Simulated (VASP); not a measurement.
Consider the following.

```
CELL_PARAMETERS angstrom
      0.00000     2.40840     2.40840
      2.40840     0.00000     2.40840
      2.40840     2.40840     0.00000
ATOMIC_POSITIONS crystal
  Cr 0.00000 0.00000 0.00000
  B  0.50000 0.50000 0.50000
```
Starting moments (μB, in the order of the record's atoms Cr B): 3.0 0.0.

Level of theory: PBEsol GGA, VASP's PBE PAW potentials (set 64) (plane waves; VASP). Settings: 520 eV cut-off, 12×12×12 Γ-centred mesh, first-order Methfessel-Paxton smearing of 0.10 eV, potentials Cr_pv B.

Energy and stress use the plane-wave basis of the starting cell. The moments were started parallel, and other spin orders were not tried in this run.

Task: The ions, cell shape and volume are relaxed. Which structure does the run end with?

Result: 
```
CELL_PARAMETERS angstrom
      0.00000     2.05991     2.05991
      2.05991     0.00000     2.05991
      2.05991     2.05991     0.00000
ATOMIC_POSITIONS crystal
  Cr 0.00000 0.00000 0.00000
  B  0.50000 0.50000 0.50000
```
Space group Fm-3m (225), at a tolerance of 0.03 Å. The cell ends with 0.00 μB, on the sites 0.00 0.00 μB.

Task: How do energy and volume change from the first to the last step?

Result: The energy (σ→0) changes by -1132.4 meV/atom and the volume by -37.4 %, in 6 ionic steps.

| step | E(σ→0) (eV) | max force (eV/Å) | pressure (GPa) | volume (Å³) |
|---|---|---|---|---|
| 1 | -15.2092 | 0.000 | -44.27 | 27.94 |
| 2 | -17.0991 | 0.000 | 56.20 | 15.06 |
| 3 | -17.4737 | 0.000 | -1.20 | 17.56 |
| 4 | -17.4735 | 0.000 | 1.58 | 17.38 |
| 5 | -17.4734 | 0.000 | -1.69 | 17.59 |
| 6 | -17.4740 | 0.000 | -0.02 | 17.48 |

The structure was generated: CrB was put into the rock salt type (Fm-3m), which need not be its known phase. This run relaxes it. Symmetry was kept, so distortions that lower it aren't found.
